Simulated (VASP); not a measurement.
```
BaHfO3
1.0
    4.16373     0.00000     0.00000
    0.00000     4.16373     0.00000
    0.00000     0.00000     4.16373
Ba Hf O
1 1 3
Direct
  0.00000   0.00000   0.00000
  0.50000   0.50000   0.50000
  0.50000   0.00000   0.50000
  0.00000   0.50000   0.50000
  0.50000   0.50000   0.00000
```

Method: vdW-DF-cx, VASP's PBE PAW potentials (set 64) (plane waves; VASP). Run with 520 eV cut-off, Gaussian smearing of 0.050 eV, potentials Ba_sv Hf_pv O.

Unless said otherwise, spin-orbit coupling is left out, though it shifts the bands of the heavy elements here.

Task: Estimate the band gap (along the path) with the smallest direct gap where there is one.

Result: 
```
Quantity                               Result
------------------------------------  -------
band gap (along the path)             3.57 eV
smallest direct gap (along the path)  3.77 eV
```

Only differences to runs with the same potentials and settings are physical.

The compound is BaHfO3 in the cubic perovskite structure. It was relaxed first.
